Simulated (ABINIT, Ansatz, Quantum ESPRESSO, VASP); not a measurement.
One structure in several programs: Al₃Sc (Pm-3m, 4 atoms in the cell)

Self-consistent single point, at a second geometry (lattice scaled by 0.98). First geometry:

```xyz
4
Lattice="4.0783 0.0000 0.0000 0.0000 4.0783 0.0000 0.0000 0.0000 4.0783" Properties=species:S:1:pos:R:3 pbc="T T T"
Sc     0.0000     0.0000     0.0000
Al     0.0000     2.0391     2.0391
Al     2.0391     0.0000     2.0391
Al     2.0391     2.0391     0.0000
```

Shared settings, as Ansatz (an electronic-structure program) writes them: kpoints.mp_grid.grid = 8 8 8; scf.occupations.method = gaussian; scf.occupations.width = 0.272 eV. Potentials and cutoffs stand in the table.

```json
[
 {"code": "Quantum ESPRESSO", "model": "PBE, PseudoDojo standard norm-conserving (PBE) pseudopotentials", "ΔF from the first geometry (meV/atom)": "29.6", "pressure (GPa)": "8.10", "cutoff": "80 Ry"},
 {"code": "Ansatz", "model": "PBE, default PAW files", "ΔF from the first geometry (meV/atom)": "30.8", "pressure (GPa)": "8.26", "cutoff": "420 eV"},
 {"code": "ABINIT", "model": "PBE, norm-conserving pseudopotentials (PseudoDojo nc-sr-05 PBE standard)", "ΔF from the first geometry (meV/atom)": "29.6", "pressure (GPa)": "8.09", "cutoff": "39 Ha"},
 {"code": "VASP", "model": "PBE, VASP's PBE PAW potentials (set 64)", "ΔF from the first geometry (meV/atom)": "31.7", "pressure (GPa)": "8.14", "cutoff": "300 eV"}
]
```

The spread over the programs that give each value: ΔF from the first geometry within 2.1 meV/atom; pressure within 0.17 GPa.

Ansatz's pressure is given at a fixed set of plane waves, as the other plane-wave codes print theirs; with its correction for the finite basis it is 8.32 GPa.

VASP's run is marked for a possible Pulay error in its stress at this cutoff; no cutoff test was made.

The starting cell has typed, rounded lattice constants, without a prior relaxation at this level. Its lattice was rescaled by a random factor within 2.5 % of one. For this run, on top of that: lattice scaled by 0.98.

Left out of this page: GPAW, CP2K, Elk, FLEUR and SIESTA (not drawn, or without a comparable value).

Keys are those of Ansatz 0.2.
